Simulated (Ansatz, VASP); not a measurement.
## Ta3PbO in VASP and in Ansatz

```
Ta Pb O
1.0
     4.34771    0.00000    0.00000
     0.00000    4.34771    0.00000
     0.00000    0.00000    4.34771
Ta Pb O
3 1 1
Cartesian
  2.1739 0.0000 0.0000
  0.0000 2.1739 0.0000
  0.0000 0.0000 2.1739
  2.1739 2.1739 2.1739
  0.0000 0.0000 0.0000
```

Alike in both runs: functional PBE; k mesh 4 × 4 × 4; occupations gaussian, width 0.1 eV; no spin polarisation.

Ansatz relaxed the structure, and its values are those at the end. VASP's run is a single point on that final structure, the one shown.

|  | VASP | Ansatz |
| --- | --- | --- |
| version | VASP 6.6.1 | Ansatz 0.2.0 |
| potentials or method | VASP PAW PBE potentials, release 64 (Ta_pv, Pb_d, O) | scalar-relativistic, plane waves, PAW |
| plane-wave cutoff (eV) | 520 | 420 |
| valence electrons in the cell | 53 | 59 |

|  | VASP | Ansatz | Ansatz less VASP |
| --- | --- | --- | --- |
| gap on the k mesh at the Fermi level (eV) | none | none | - |
| pressure (GPa) | 0.1 | -0.2 | -0.23 |

A gap of «none» marks a metal or a gap that the smearing closes. The two sets of potentials don't hold the same shells in valence.

Caveats: the k mesh is coarse (spacing up to 0.36 Å⁻¹), so the values aren't converged; an odd number of electrons without spin polarisation forces a metal; a magnetic or distorted state may lie lower. Spin-orbit coupling is left out, which matters for the levels of Pb, Ta.
